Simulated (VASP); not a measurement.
GaP (zinc blende): the band gap from VASP (plane waves, PAW) at several levels of theory. Gaps are without spin-orbit coupling. Each level names its cell: its own relaxed one, PBE's, or the starting one. A gap is the smallest over the k-mesh and a band path; hybrids may have named points in place of the path, and GW has the mesh alone. mBJ is a potential without an energy functional, so only the levels count.

| level | band gap (eV) | error against measurement (eV) |
|---|---|---|
| LDA (own cell) | 1.39 | -1.04 |
| PBE (own cell) | 1.58 | -0.85 |
| PBEsol (own cell) | 1.45 | -0.98 |
| SCAN (starting cell) | 1.83 | -0.60 |
| r2SCAN (starting cell) | 1.86 | -0.57 |
| mBJ (TB09) (PBE cell) | 2.45 | +0.02 |
| HSEsol (PBE cell) | 2.26 | -0.17 |
| PBE0 (PBE cell) | 3.02 | +0.59 |
| Hartree-Fock (PBE cell) | 7.66 | +5.23 |

Measured: 2.43 eV (as given by Wei Chen et al., Physical Review Materials (2018), doi:10.1103/physrevmaterials.2.073803; zero-point renormalisation of 0.08 eV added back (the table's ZPR column)).

The cell of the LDA (own cell) run:

```cif
data_GaP
_chemical_formula_sum 'Ga1 P1'
_space_group_name_H-M_alt 'P 1'
_space_group_IT_number 1
_cell_length_a 3.81385
_cell_length_b 3.81385
_cell_length_c 3.81385
_cell_angle_alpha 60.000
_cell_angle_beta 60.000
_cell_angle_gamma 60.000
loop_
_space_group_symop_operation_xyz
  'x, y, z'
loop_
_atom_site_label
_atom_site_type_symbol
_atom_site_fract_x
_atom_site_fract_y
_atom_site_fract_z
_atom_site_occupancy
Ga1 Ga 0.00000 0.00000 0.00000 1
P1 P 0.25000 0.25000 0.25000 1
```

Only levels that ran to the end are used. Left out are those held back, those with too coarse a band path, GW runs whose mesh misses a band edge, hybrids' fits of cells that aren't cubic and levels without matching references; a question may draw on a part of the rest.

The compound is GaP in the zinc blende structure.
